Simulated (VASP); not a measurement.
# AgPt (space group R-3m): computed properties

Calculation: LDA (Ceperley-Alder, Perdew-Zunger), VASP's LDA PAW potentials (set 64) (plane waves; VASP 6.6.1).

For AgPt, the space group comes out as R-3m (166) and the cell is a = b = 2.756 Å, c = 13.873 Å, α = β = 90.00°, γ = 120.00°. The volume per atom is 15.21 Å³/atom and the band gap (over mesh and band path) is none (metal, semimetal or under 0.01 eV). The density is 16.54 g/cm³.

```yaml
crystal:
  lattice:
    - [1.37794, 0.79555, 4.62447]
    - [-1.37794, 0.79555, 4.62447]
    - [0.00000, -1.59110, 4.62447]
  atoms:
    - { symbol: Ag, position: [0.00000, 0.00000, 0.00000] }
    - { symbol: Pt, position: [0.50000, 0.50000, 0.50000] }
```

Unless said otherwise, spin-orbit coupling is left out, though it shifts the bands of the heavy elements here.

The structure comes from a computed database's AgPt entry (R-3m); how it stands against other phases isn't given here. It was relaxed first, which changed the volume by -5 %. Symmetry was kept, so distortions that lower it aren't found. The electron count is odd and the run is not spin-polarised, which forces a metal.
